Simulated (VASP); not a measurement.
Input:

```cif
data_Cl3CsPb
_chemical_formula_sum 'Cs1 Pb1 Cl3'
_space_group_name_H-M_alt 'P 1'
_space_group_IT_number 1
_cell_length_a 5.65454
_cell_length_b 5.65454
_cell_length_c 5.65454
_cell_angle_alpha 90.000
_cell_angle_beta 90.000
_cell_angle_gamma 90.000
loop_
_space_group_symop_operation_xyz
  'x, y, z'
loop_
_atom_site_label
_atom_site_type_symbol
_atom_site_fract_x
_atom_site_fract_y
_atom_site_fract_z
_atom_site_occupancy
Cs1 Cs 0.00000 0.00000 0.00000 1
Pb1 Pb 0.50000 0.50000 0.50000 1
Cl1 Cl 0.50000 0.00000 0.50000 1
Cl2 Cl 0.00000 0.50000 0.50000 1
Cl3 Cl 0.50000 0.50000 0.00000 1
```

Method: SCAN meta-GGA, VASP's PBE PAW potentials (set 64) (plane waves; VASP). Run with 520 eV cut-off, 4×4×4 Γ-centred mesh, Gaussian smearing of 0.050 eV, potentials Cs_sv Pb_d Cl.

Task: Give the energy at these volumes per atom, relative to the lowest: 33.83, 34.90, 35.98, 37.06, 38.14 Å³.

Result: 13.8, 3.7, 0.0, 1.6, 7.7 meV/atom. A third-order Birch-Murnaghan fit gives B0 = 25.6 GPa and B0′ = 5.5.

The compound is CsPbCl3 in the cubic perovskite structure, the ideal cubic form; the compound distorts at low or room temperature. It was relaxed first.
